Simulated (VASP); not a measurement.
Crystal: Pt.

```
CELL_PARAMETERS angstrom
0.00000 1.97158 1.97158
1.97158 0.00000 1.97158
1.97158 1.97158 0.00000
ATOMIC_POSITIONS crystal
Pt 0.00000 0.00000 0.00000
```

- Program: VASP 6.6.1
- Task: relaxation of cell and atoms
- Functional: PBEsol
- Potentials or basis: VASP PAW PBE potentials, release 64 (Pt)
- Cutoff: 600 eV
- k mesh: 18 × 18 × 18
- Occupations: gaussian, width 0.1 eV
- Spin: no spin polarisation

At the start: pressure -5.6 GPa; volume 15.33 Å³/atom.

Where does the relaxation end?

Over 4 steps the energy falls by 5.5 meV/atom and the volume is 15.02 Å³/atom (-2.0 %); space group Fm-3m (No. 225, to 0.05 Å).

The path:
| step | energy change (eV) | largest force (eV/Å) | pressure (GPa) | volume (Å³) |
| --- | --- | --- | --- | --- |
| 1 | 0.0000 | 0.0000 | -5.55 | 15.33 |
| 2 | 0.0426 | 0.0000 | 19.49 | 14.18 |
| 3 | -0.0055 | 0.0000 | -0.13 | 15.03 |
| 4 | -0.0055 | 0.0000 | -0.01 | 15.02 |

Final structure:
```yaml
crystal:
  lattice:
    - [0.00000, 1.95831, 1.95831]
    - [1.95831, 0.00000, 1.95831]
    - [1.95831, 1.95831, 0.00000]
  atoms:
    - { symbol: Pt, position: [0.00000, 0.00000, 0.00000] }
```

Caveat: the PAW data sets were made with another functional, which shifts forces and pressure a little.
